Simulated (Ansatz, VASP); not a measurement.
# Cross-check of Os (Osmium) between VASP and Ansatz, part 2 of 2

One calculation is typed for both programs; each brings its own data sets. How far apart do they land? The structure shown is the end of the Ansatz relaxation below.

VASP 6.6.1 and Ansatz 0.2.0.

So far. Step 3 (VASP: single point, LDA, pair 1): The run ends at a pressure of -14.41 GPa.

## (6) VASP: single point, LDA, pair 2 (continued)

Level of this step: LDA; plane waves and PAW (Os) (VASP).

Numbers of over 12 decimals in the logs are rounded to 6 here.

From OUTCAR (step 6):

```text
  Total       -5.0050941     -5.0050941      0.0682671     -0.0000000      0.0000000      0.0000000
  in kB     -276.9644127   -276.9644127      3.7776610     -0.0000000      0.0000000      0.0000000
  external PRESSURE =    -183.3837215 kB  Pullay stress =       0.0000000 kB

 POSITION                                       TOTAL-FORCE (eV/Angst)
 -----------------------------------------------------------------------------------
     -0.00000      1.63036      1.04814        -0.000000     -0.000000      0.000000
      1.41193      0.81518      3.14442         0.000000      0.000000      0.000000
 -----------------------------------------------------------------------------------
    total drift:                               -0.000000      0.000000     -0.000000

  FREE ENERGIE OF THE ION-ELECTRON SYSTEM (eV)
  ---------------------------------------------------
  free  energy   TOTEN  =       -25.1076824613 eV

  energy  without entropy=      -25.1077096309  energy(sigma->0) =      -25.10769152

[... 1 part as in an earlier step ...]

[... 2 further parts left out ...]
[key lines of the parts left out:]
E-fermi :   8.8862
```

The run ends at a pressure of -18.34 GPa.

## (7) Differences

What differs besides the data sets and the points named for the pairs above, as far as they apply: the data sets hold 32 valence electrons in Ansatz (on its PAW soft_1 files) and 16 in VASP. Total energies have different zeros and are not compared.

The two programs side by side:

| quantity | Ansatz | VASP | difference |
| --- | --- | --- | --- |
| pressure (GPa) | -19.02 | -18.34 | -0.68 |

## (8) Ansatz: relaxation, LDA

This run makes the geometry at which the two programs are then compared. The cell compared in this pair holds 27.01 Å³, against 28.95 Å³ for the pair before.

The structure compared here is the end of the Ansatz relaxation.

input.yaml reads:

```yaml
crystal:
  lattice:
    - [2.729534369, 0.0, 0.0]
    - [-1.3647671845, 2.3638461041, 0.0]
    - [0.0, 0.0, 4.1621388159]
  atoms:
    - { symbol: Os, position: [0.3333333323, 0.6666666677, 0.25] }
    - { symbol: Os, position: [0.6666666677, 0.3333333323, 0.75] }
kpoints:
  mp_grid: { grid: [18, 18, 12] }
hamiltonian:
  xc: lda
  pseudopotentials: { kind: paw, azcp: { folder: soft_1 }, xc_functional: pbe }
scf:
  occupations: { method: methfessel_paxton, width: 0.2 }
output:
  forces: true
  stress: true
  eigenvalues: true
relax:
  adjacent_minimum: "off"
  f_tol: 0.001
  max_steps: 60
  cell: { stress_tol: 0.01, fix: [c, angles] }
```

On the command line:

```bash
ansatz run input.yaml --threads 4 --pin off --max-ram 10240MiB --backend cpu --events-out ev --progress --plain --runs-dir out
```

The program printed:

```text
[...]
k-point 636: bands = [... 12 lower, 25.2894, 25.2894, 26.6069, 26.6069, 29.0484, 29.0484, 30.2020, 30.2020]
--- Relaxed structure (4 steps of the walk, 3 accepted, 1 SCFs on fresh bases) ---
[...]
cell:  # Å, volume = 27.0107 Å³
    - [2.737440, 4.0501525399545947e-19, 0.0]
    - [-1.368720, 2.370692, 0.0]
    - [0.0, 0.0, 4.1621388159]
  atoms:
    - { symbol: Os, position: [0.333333, 0.666667, 0.250000] }
    - { symbol: Os, position: [0.666667, 0.333333, 0.750000] }
[key lines of the parts left out:]
SCF converged after 5 iterations
Free energy (F): -22239.008253 eV
Fermi energy:    26.768001 eV
P = ⅓ Tr σ = 8.1973 GPa (81.973 kbar)
```

## (9) VASP: single point, LDA, pair 3

The same cell, functional (in two slightly different forms), mesh and smearing now go to VASP, with its own data sets.

INCAR reads:

```
SYSTEM = Os
PREC = Accurate
ENCUT = 600
EDIFF = 1E-06
NELM = 120
ISMEAR = 1
SIGMA = 0.2
LREAL = .FALSE.
ALGO = Normal
GGA = CA
NBANDS = 14
LASPH = .TRUE.
LORBIT = 11
LWAVE = .FALSE.
LCHARG = .FALSE.
ISIF = 2
GGA_COMPAT = .FALSE.
KPAR = 2
```

POSCAR reads:

```
Os
1.0
    2.7374397380      0.0000000000      0.0000000000
   -1.3687198690      2.3706923545      0.0000000000
    0.0000000000      0.0000000000      4.1621388159
Os
2
Direct
    0.3333333327      0.6666666673      0.2500000000
    0.6666666673      0.3333333327      0.7500000000
```

KPOINTS reads:

```
Automatic mesh
0
Gamma
18 18 12
0 0 0
```

The projector-augmented-wave data sets are Os (LDA family, release 64).

On the command line:

```bash
mpirun -np 2 vasp_std
```

The program printed:

```text
[... set-up lines as in an earlier step ...]
 entering main loop
       N       E                     dE             d eps       ncg     rms          rms(c)
DAV:   1     0.113986163348E+03    0.11399E+03   -0.83498E+03  7252   0.124E+03
DAV:   2    -0.208524434906E+02   -0.13484E+03   -0.11923E+03  7354   0.364E+02
DAV:   3    -0.267449615801E+02   -0.58925E+01   -0.56522E+01  9622   0.673E+01
DAV:   4    -0.268040145238E+02   -0.59053E-01   -0.58664E-01  7726   0.685E+00
[...]
DAV:  10    -0.252458925240E+02   -0.57425E-05   -0.30619E-05  8848   0.444E-02    0.146E-02
DAV:  11    -0.252458871506E+02    0.53734E-05   -0.16765E-06  6298   0.156E-02    0.188E-03
DAV:  12    -0.252458870160E+02    0.13461E-06   -0.20572E-07  4250   0.389E-03
   1 F= -.25245887E+02 E0= -.25246103E+02  d E =0.646558E-03
```

Parts of OUTCAR (step 9):

```text
  Total        0.2479329      0.2479329      4.3332256     -0.0000000     -0.0000000      0.0000000
  in kB       14.7064703     14.7064703    257.0310316     -0.0000000     -0.0000000      0.0000000
  external PRESSURE =      95.4813241 kB  Pullay stress =       0.0000000 kB

 POSITION                                       TOTAL-FORCE (eV/Angst)
 -----------------------------------------------------------------------------------
     -0.00000      1.58046      1.04053         0.000000      0.000000      0.000000
      1.36872      0.79023      3.12160        -0.000000      0.000000      0.000000
 -----------------------------------------------------------------------------------
    total drift:                               -0.000000      0.000000     -0.000000

  FREE ENERGIE OF THE ION-ELECTRON SYSTEM (eV)
  ---------------------------------------------------
  free  energy   TOTEN  =       -25.2458870160 eV

  energy  without entropy=      -25.2465335745  energy(sigma->0) =      -25.24610254

[... 1 part as in an earlier step ...]

[... 2 further parts left out ...]
[key lines of the parts left out:]
E-fermi :   9.9550
```

The run ends at a pressure of 9.55 GPa.

## (10) Side by side

What differs besides the data sets and the points named for the pairs above, as far as they apply: the data sets hold 32 valence electrons in Ansatz (on its PAW soft_1 files) and 16 in VASP. Total energies have different zeros and are not compared.

The two programs side by side:

```csv
quantity,Ansatz,VASP,difference
pressure (GPa),8.20,9.55,-1.35
```

## (11) Summary of results

* difference in pressure (single point, LDA, pair 1): -0.79 GPa
* difference in pressure (single point, LDA, pair 2): -0.68 GPa
* difference in pressure (single point, LDA, pair 3): -1.4 GPa

The difference in pressure is -1.4 GPa (single point, LDA, pair 3), beyond the 1 GPa picked in this series as the mark of a large difference. The data sets hold unlike numbers of valence electrons (32 in Ansatz and 16 in VASP), so part of the differences comes from the potentials. What causes the difference of the single point, LDA, pair 3 pair stays open here. 4 further runs of this series are not shown here. Such differences can come from data sets, numerical settings and the points named under the comparisons, not from the functional's error against experiment.

[Lines on the potential files, build, host, timing and source positions are cut from VASP's logs without a mark.]

[Logs are printed without paths, hosts, clocks, repeated set-up lines and the standing remarks that a program may print on its own settings, such as how far it seeks lower states.]

[Hosts, paths, dates, database ids (printed as entryN), source tags and the programs' standing remarks are cut or masked in the printed files.]
